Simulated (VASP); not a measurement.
Computed with r2SCAN meta-GGA, VASP's PBE PAW potentials (set 64) (plane waves; VASP 6.6.1). Each cell was relaxed at this level, without spin-orbit coupling.

Which of these comes out without a gap?
(A) PtS2, P-3m1 (164)
(B) Sr, Fm-3m (225)
(C) GaSb, F-43m (216)
(D) KI, Fm-3m (225)

B, Sr, Fm-3m (225). The others have gaps of 4.57 eV (KI, Fm-3m (225)), 1.36 eV (PtS2, P-3m1 (164)), 0.41 eV (GaSb, F-43m (216)).
